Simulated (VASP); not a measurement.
Output of a VASP run:

**OSZICAR**
```
...
DAV:   6    -0.496826289692E+02    0.12499E-04   -0.10466E-04  1691   0.562E-02    0.146E-02
DAV:   7    -0.496826283669E+02    0.60232E-06   -0.14964E-05  1508   0.246E-02    0.708E-03
DAV:   8    -0.496826284664E+02   -0.99527E-07   -0.55002E-07   851   0.466E-03
   6 F= -.38724093E+02 E0= -.38724093E+02  d E =-.640424E-01
       N       E                     dE             d eps       ncg     rms          rms(c)
DAV:   1    -0.497317411468E+02   -0.49113E-01   -0.40466E+00  1262   0.132E+01    0.196E+00
DAV:   2    -0.496725863717E+02    0.59155E-01   -0.52731E-01  1476   0.444E+00    0.152E+00
DAV:   3    -0.496633079551E+02    0.92784E-02   -0.25651E-02  1457   0.984E-01    0.606E-01
DAV:   4    -0.496577086766E+02    0.55993E-02   -0.18515E-02  1469   0.685E-01    0.214E-01
DAV:   5    -0.496573067336E+02    0.40194E-03   -0.16259E-03  1586   0.258E-01    0.135E-01
DAV:   6    -0.496572829055E+02    0.23828E-04   -0.38593E-04  1446   0.110E-01    0.508E-02
DAV:   7    -0.496572853928E+02   -0.24873E-05   -0.40282E-05  1497   0.356E-02    0.273E-02
DAV:   8    -0.496572821190E+02    0.32738E-05   -0.19742E-05  1525   0.280E-02    0.440E-03
DAV:   9    -0.496572820953E+02    0.23781E-07   -0.14316E-06   959   0.760E-03
   7 F= -.38742663E+02 E0= -.38742663E+02  d E =-.185703E-01
       N       E                     dE             d eps       ncg     rms          rms(c)
DAV:   1    -0.496521473807E+02    0.51347E-02   -0.12297E-01  1247   0.232E+00    0.352E-01
DAV:   2    -0.496503715238E+02    0.17759E-02   -0.16246E-02  1508   0.783E-01    0.271E-01
DAV:   3    -0.496500835387E+02    0.28799E-03   -0.81017E-04  1471   0.173E-01    0.113E-01
DAV:   4    -0.496499061228E+02    0.17742E-03   -0.66130E-04  1470   0.130E-01    0.410E-02
DAV:   5    -0.496498967638E+02    0.93589E-05   -0.45362E-05  1554   0.432E-02    0.259E-02
DAV:   6    -0.496498968375E+02   -0.73629E-07   -0.20912E-05  1497   0.247E-02    0.104E-02
DAV:   7    -0.496498964735E+02    0.36401E-06   -0.16954E-06   893   0.836E-03
   8 F= -.38743105E+02 E0= -.38743105E+02  d E =-.190125E-01
       N       E                     dE             d eps       ncg     rms          rms(c)
DAV:   1    -0.496386617144E+02    0.11235E-01   -0.17976E-02  1367   0.109E+00    0.357E-01
DAV:   2    -0.496383880867E+02    0.27363E-03   -0.24189E-03  1510   0.321E-01    0.130E-01
DAV:   3    -0.496383188475E+02    0.69239E-04   -0.62616E-04  1414   0.118E-01    0.648E-02
DAV:   4    -0.496382983575E+02    0.20490E-04   -0.68727E-05  1470   0.558E-02    0.200E-02
DAV:   5    -0.496382972524E+02    0.11051E-05   -0.22533E-05  1555   0.278E-02    0.164E-02
DAV:   6    -0.496382980327E+02   -0.78038E-06   -0.23782E-06  1047   0.107E-02
   9 F= -.38743005E+02 E0= -.38743005E+02  d E =0.996731E-04
       N       E                     dE             d eps       ncg     rms          rms(c)
DAV:   1    -0.496462104015E+02   -0.79131E-02   -0.79333E-03  1367   0.728E-01    0.237E-01
DAV:   2    -0.496460894951E+02    0.12091E-03   -0.10833E-03  1480   0.214E-01    0.877E-02
DAV:   3    -0.496460578407E+02    0.31654E-04   -0.28151E-04  1430   0.789E-02    0.430E-02
DAV:   4    -0.496460473249E+02    0.10516E-04   -0.31009E-05  1478   0.376E-02    0.130E-02
DAV:   5    -0.496460452240E+02    0.21010E-05   -0.97760E-06  1417   0.185E-02    0.107E-02
DAV:   6    -0.496460443911E+02    0.83282E-06   -0.10870E-06   767   0.804E-03
  10 F= -.38743143E+02 E0= -.38743143E+02  d E =-.377385E-04
```

File OUTCAR:
```
------------------------ aborting loop because EDIFF is reached ----------------------------------------
  FORCE on cell =-STRESS in cart. coord.  units (eV):
  Direction    XX          YY          ZZ          XY          YZ          ZX
  --------------------------------------------------------------------------------------
  Total       10.9635992     10.9635986     10.9217959      0.0000000      0.0000000     -0.0000000
  in kB      201.1134213    201.1134097    200.3465923      0.0000000      0.0000000     -0.0000000
  external PRESSURE =       0.8578078 kB  Pullay stress =     200.0000000 kB
  volume of cell :       87.34
      direct lattice vectors                 reciprocal lattice vectors
     1.510527612 -2.616310495 -0.000000000     0.331010169 -0.191108816  0.000000000
     1.510527612  2.616310495  0.000000000     0.331010169  0.191108816  0.000000000
    -0.000000000  0.000000000 11.050316900    -0.000000000 -0.000000000  0.090495142
 POSITION                                       TOTAL-FORCE (eV/Angst)
 -----------------------------------------------------------------------------------
      1.51053      0.87211      2.76258         0.000000     -0.000000     -0.000000
      1.51053     -0.87211      8.28774         0.000000      0.000000     -0.000000
      1.51053      0.87211      9.87167        -0.000000     -0.000000     -0.004697
      1.51053     -0.87211      4.34651        -0.000000      0.000000     -0.004697
      1.51053     -0.87211      1.17864         0.000000      0.000000      0.004697
      1.51053      0.87211      6.70380        -0.000000     -0.000000      0.004697
 -----------------------------------------------------------------------------------
    total drift:                                0.000121      0.001050     -0.000036
  FREE ENERGIE OF THE ION-ELECTRON SYSTEM (eV)
  ---------------------------------------------------
  free  energy   TOTEN  =       -49.6460443911 eV

  energy  without entropy=      -49.6460443840  energy(sigma->0) =      -49.64604439
  enthalpy is  TOTEN    =       -38.7431427690 eV   P V=       10.9029016221

 reached required accuracy - stopping structural energy minimisation
```
(Selected blocks of OUTCAR.)

### POSCAR
```
WS2
1
    1.5377712031    -2.6634978078     0.0000000000
    1.5377712031     2.6634978078     0.0000000000
    0.0000000000     0.0000000000    11.4068177610
W S
2 4
Direct
  0.3333330000   0.6666670000   0.2500000000
  0.6666670000   0.3333330000   0.7500000000
  0.3333330000   0.6666670000   0.8883790156
  0.6666670000   0.3333330000   0.3883790156
  0.6666670000   0.3333330000   0.1116209844
  0.3333330000   0.6666670000   0.6116209844
```

Problem. Write an INCAR and KPOINTS that could have produced this output.

Solution. This is not unique; one that fits is the input of the run itself, PBEsol GGA, plane waves, VASP's PBE PAW potentials (set 64).

**INCAR**
```
SYSTEM = WS2
PREC = Accurate
ENCUT = 500
EDIFF = 1E-6
NELM = 100
ALGO = Normal
LREAL = .FALSE.
LASPH = .TRUE.
ISMEAR = 0
SIGMA = 0.05
GGA = PS
LMAXMIX = 6
LWAVE = .FALSE.
LCHARG = .FALSE.
IBRION = 2
ISIF = 3
NSW = 40
EDIFFG = -0.02
PSTRESS = 200
```

### KPOINTS
```
K-points
0
gamma
 8 8 2
```

POTCAR, in this order: W_sv S (PBE.64 set). Program: vasp_std.

Energy and stress use the plane-wave basis of the starting cell. Without a dispersion term in the relaxation, distances and binding between the weakly bound layers, chains or molecules are unreliable, and so is what depends on them.

The compound is WS2 in the 2H layered structure. This run relaxes it under an external pressure of 20 GPa. Symmetry was kept, so distortions that lower it aren't found.
